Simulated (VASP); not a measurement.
Consider the following.

```xyz
3
Lattice="0.0000 2.6380 2.6380 2.6380 0.0000 2.6380 2.6380 2.6380 0.0000" Properties=species:S:1:pos:R:3 pbc="T T T"
Li     1.3190     1.3190     1.3190
Li     3.9570     3.9570     3.9570
S      0.0000     0.0000     0.0000
```

These are LDA (Ceperley-Alder, Perdew-Zunger), VASP's LDA PAW potentials (set 64) (plane waves; VASP) values and carry that method's errors. Numerical set-up: 620 eV cut-off, 7×7×7 Γ-centred mesh, Gaussian smearing of 0.050 eV, potentials Li_sv S.

Estimate the energy per atom (σ→0), pressure.

```
Property                        Value
---------------------  --------------
energy per atom (σ→0)  -4.278 eV/atom
pressure                    10.02 GPa
```

Total energies compare only between runs with the same potentials, cut-off and functional.

The compound is Li2S in the antifluorite structure. It was relaxed first under an external pressure of 10 GPa.
